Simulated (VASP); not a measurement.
Method: PBE GGA, VASP's PBE PAW potentials (set 64) (plane waves; VASP 6.6.1).

The input files of a VASP run:

**KPOINTS**
```
Automatic mesh
0
Gamma
13 13 13
0 0 0
```

**INCAR**
```
! general
SYSTEM  = RuAl
PREC    = Accurate
ENCUT   = 500
LREAL   = .FALSE.
LASPH   = .TRUE.

! electronic loop
EDIFF   = 1E-6
NELM    = 100
ALGO    = Normal
LMAXMIX = 4

! smearing
ISMEAR  = 1
SIGMA   = 0.1

! functional
GGA     = PE

! ions
IBRION  = 2
NSW     = 40
ISIF    = 3
EDIFFG  = -0.02
PSTRESS = 450

! output
LWAVE   = .FALSE.
LCHARG  = .FALSE.
```

File POSCAR:
```
RuAl
1
    2.8510505088     0.0000000000     0.0000000000
    0.0000000000     2.8510505088     0.0000000000
    0.0000000000    -0.0000000000     2.8510505088
Al Ru
1 1
Direct
  0.5000000000   0.5000000000   0.5000000000
  0.0000000000   0.0000000000   0.0000000000
```

POTCAR, in this order: Al Ru_pv (PBE.64 set). Program: vasp_std.

What VASP printed:

### OUTCAR
```
 ion  position               nearest neighbor table
   1  0.500  0.500  0.500-   2 2.47   2 2.47   2 2.47   2 2.47   2 2.47   2 2.47   2 2.47   2 2.47
  LATTYP: Found a simple cubic cell.
 ALAT       =     2.8510505088
 Subroutine PRICEL returns:
 Original cell was already a primitive cell.
 Subroutine GETGRP returns: Found 48 space group operations
The static configuration has the point symmetry O_h .
The dynamic configuration has the point symmetry O_h .
 Subroutine INISYM returns: Found 48 space group operations
 Subroutine IBZKPT returns following result:
 Found     84 irreducible k-points:

 Following reciprocal coordinates:
            Coordinates               Weight
  0.000000  0.000000  0.000000      1.000000
  0.076923  0.000000  0.000000      6.000000
  0.153846  0.000000  0.000000      6.000000
  0.230769  0.000000  0.000000      6.000000
  0.307692  0.000000  0.000000      6.000000
  0.384615  0.000000  0.000000      6.000000
  0.461538  0.000000  0.000000      6.000000
  0.076923  0.076923  0.000000     12.000000
  0.153846  0.076923  0.000000     24.000000
  0.230769  0.076923  0.000000     24.000000
...
```

File OSZICAR:
```
       N       E                     dE             d eps       ncg     rms          rms(c)
DAV:   1     0.120406161123E+03    0.12041E+03   -0.92806E+03  2016   0.132E+03
DAV:   2    -0.121045723422E+02   -0.13251E+03   -0.12807E+03  2196   0.363E+02
DAV:   3    -0.144475899232E+02   -0.23430E+01   -0.23047E+01  2396   0.502E+01
DAV:   4    -0.144692226064E+02   -0.21633E-01   -0.21625E-01  2300   0.492E+00
DAV:   5    -0.144697928396E+02   -0.57023E-03   -0.57022E-03  2572   0.680E-01    0.169E+01
DAV:   6    -0.138404767720E+02    0.62932E+00   -0.30965E+00  2136   0.211E+01    0.337E+00
DAV:   7    -0.137986955513E+02    0.41781E-01   -0.14361E-01  2136   0.474E+00    0.294E+00
DAV:   8    -0.137842574132E+02    0.14438E-01   -0.10328E-02  2188   0.903E-01    0.239E-01
DAV:   9    -0.137842018737E+02    0.55539E-04   -0.47829E-04  2384   0.248E-01    0.132E-01
DAV:  10    -0.137841893914E+02    0.12482E-04   -0.61415E-05  2232   0.878E-02    0.623E-03
DAV:  11    -0.137841888961E+02    0.49532E-06   -0.18040E-06  2208   0.127E-02
   1 F= -.72751530E+01 E0= -.72754557E+01  d E =-.727515E+01
```

### OUTCAR
```
------------------------ aborting loop because EDIFF is reached ----------------------------------------
  FORCE on cell =-STRESS in cart. coord.  units (eV):
  Direction    XX          YY          ZZ          XY          YZ          ZX
  --------------------------------------------------------------------------------------
  Total        6.4985761      6.4985761      6.4985761     -0.0000000      0.0000000     -0.0000000
  in kB      449.2768659    449.2768659    449.2768659     -0.0000000      0.0000000     -0.0000000
  external PRESSURE =      -0.7231341 kB  Pullay stress =     450.0000000 kB
  volume of cell :       23.17
      direct lattice vectors                 reciprocal lattice vectors
     2.851050509  0.000000000  0.000000000     0.350747907  0.000000000  0.000000000
     0.000000000  2.851050509  0.000000000     0.000000000  0.350747907  0.000000000
     0.000000000  0.000000000  2.851050509     0.000000000  0.000000000  0.350747907
 POSITION                                       TOTAL-FORCE (eV/Angst)
 -----------------------------------------------------------------------------------
      1.42553      1.42553      1.42553         0.000000      0.000000      0.000000
      0.00000      0.00000      0.00000         0.000000      0.000000      0.000000
 -----------------------------------------------------------------------------------
    total drift:                               -0.000000      0.000000      0.000000
  FREE ENERGIE OF THE ION-ELECTRON SYSTEM (eV)
  ---------------------------------------------------
  free  energy   TOTEN  =       -13.7841888961 eV

  energy  without entropy=      -13.7850970144  energy(sigma->0) =      -13.78449160
  enthalpy is  TOTEN    =        -7.2751530209 eV   P V=        6.5090358752

 reached required accuracy - stopping structural energy minimisation
```
(Selected blocks of OUTCAR.)

The compound is RuAl in the CsCl type structure. It was relaxed first under an external pressure of 45 GPa. The electron count is odd and the run is not spin-polarised, which forces a metal.
